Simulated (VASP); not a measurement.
An input for Quantum ESPRESSO's pw.x (written as the equivalent of a VASP run, and not itself run):

```
&CONTROL
  calculation = 'vc-relax'
  pseudo_dir = './pseudo'
  outdir = './out'
  tprnfor = .true.
  tstress = .true.
  nstep = 40
  forc_conv_thr = 0.00078
/
&SYSTEM
  ibrav = 0
  nat = 1
  ntyp = 1
  ecutwfc = 74
  occupations = 'smearing'
  smearing = 'methfessel-paxton'
  degauss = 0.00735
  input_dft = 'pz'
/
&ELECTRONS
  conv_thr = 7.3e-08
  electron_maxstep = 100
/
&IONS
/
&CELL
  press = 50
/
ATOMIC_SPECIES
  Li 6.940 Li.upf
CELL_PARAMETERS angstrom
    -1.6766740    1.6766740    1.6766740
     1.6766740   -1.6766740    1.6766740
     1.6766740    1.6766740   -1.6766740
ATOMIC_POSITIONS crystal
  Li   0.0000000  0.0000000  0.0000000
K_POINTS automatic
  15 15 15 0 0 0
```

Write the VASP files for the same calculation (LDA).

This is not unique; one that fits is 
**POSCAR**
```
Li
1
   -1.6766740298     1.6766740298     1.6766740298
    1.6766740298    -1.6766740298     1.6766740298
    1.6766740298     1.6766740298    -1.6766740298
Li
1
Direct
  0.0000000000   0.0000000000   0.0000000000
```

### KPOINTS
```
Automatic mesh
0
Gamma
15 15 15
0 0 0
```

**INCAR**
```
! general
SYSTEM =Li
PREC   =Accurate
ENCUT  =620
LREAL  =F
LASPH  =T   ! aspherical one-centre terms

! electronic loop
EDIFF  =1E-6
NELM   =100
ALGO   =Normal   ! blocked Davidson

! smearing
ISMEAR =1   ! Methfessel-Paxton
SIGMA  =0.1   ! width (eV)

! ions
IBRION =2   ! conjugate gradients
NSW    =40   ! most ionic steps
ISIF   =3   ! ions, shape and volume
EDIFFG =-0.02   ! ionic stop
PSTRESS=50

! output
LWAVE  =F
LCHARG =F
```

POTCAR, in this order: Li_sv (LDA.64 set). Program: vasp_std.

What does not carry over: the potentials are each code's own (VASP's PAW set, PseudoDojo norm-conserving files in pw.x), so ENCUT and ecutwfc are chosen apart and not converted; conv_thr bounds pw.x's estimated SCF error, while EDIFF bounds the energy change between steps; forc_conv_thr acts on force components and is met together with etot_conv_thr.

The compound is Li in the bcc structure. This run relaxes it under an external pressure of 5 GPa. Symmetry was kept, so distortions that lower it aren't found.
